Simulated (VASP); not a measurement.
An input for Ansatz (written as the equivalent of a VASP run, and not itself run):

Ansatz 0.2 input:
```yaml
crystal:
  lattice:
    - [-1.6403317, 1.6403317, 3.9339107]
    - [1.6403317, -1.6403317, 3.9339107]
    - [1.6403317, 1.6403317, -3.9339107]
  atoms:
    - { symbol: Si, position: [0.6649020, 0.6649020, 0.0000000] }
    - { symbol: Si, position: [0.3350980, 0.3350980, 0.0000000] }
    - { symbol: Mo, position: [0.0000000, 0.0000000, 0.0000000] }
kpoints:
  mp_grid: { grid: [12, 12, 12] }
hamiltonian:
  xc: pbe
  pseudopotentials: { kind: paw }
scf:
  occupations: { method: methfessel_paxton, width: 0.1 }
  max_iter: 100
output: { forces: true, stress: true, eigenvalues: true }
```

Translate this input to VASP (INCAR, KPOINTS, POSCAR, choice of POTCAR).

One answer among several that fit: 
### INCAR
```
SYSTEM  =  MoSi2
LREAL  =  .FALSE.
LASPH  =  .TRUE.   # aspherical one-centre terms
LWAVE  =  .FALSE.
ISMEAR  =  1   # Methfessel-Paxton
SIGMA  =  0.1
EDIFF  =  1E-7   # SCF stop (eV)
LMAXMIX  =  4
LCHARG  =  .FALSE.
ENCUT  =  480
GGA  =  PE   # PBE
NELM  =  100   # most electronic steps
ISIF  =  2
PREC  =  Accurate
ALGO  =  Normal
```

File KPOINTS:
```
Automatic mesh
0
Gamma
12 12 12
0 0 0
```

### POSCAR
```
MoSi2
3.9339110
 -0.4169722424   0.4169722424   0.9999999334
  0.4169722424  -0.4169722424   0.9999999334
  0.4169722424   0.4169722424  -0.9999999334
Si Mo
2 1
direct
  0.6649019934   0.6649019934   0.0000000000
  0.3350980066   0.3350980066   0.0000000000
  0.0000000000   0.0000000000   0.0000000000
```

POTCAR, in this order: Si Mo_sv (PBE.64 set). Program: vasp_std.

Limits of the translation: each code has its own PAW files, so the cut-off isn't converted (ENCUT is set for VASP's; basis.ecutwfc is left out, and Ansatz then takes the one that its files recommend); Ansatz stops its SCF on the density residual and VASP on the energy change (EDIFF).

The compound is MoSi2 in the MoSi2 type structure. This cell was strained or had an atom moved on purpose.
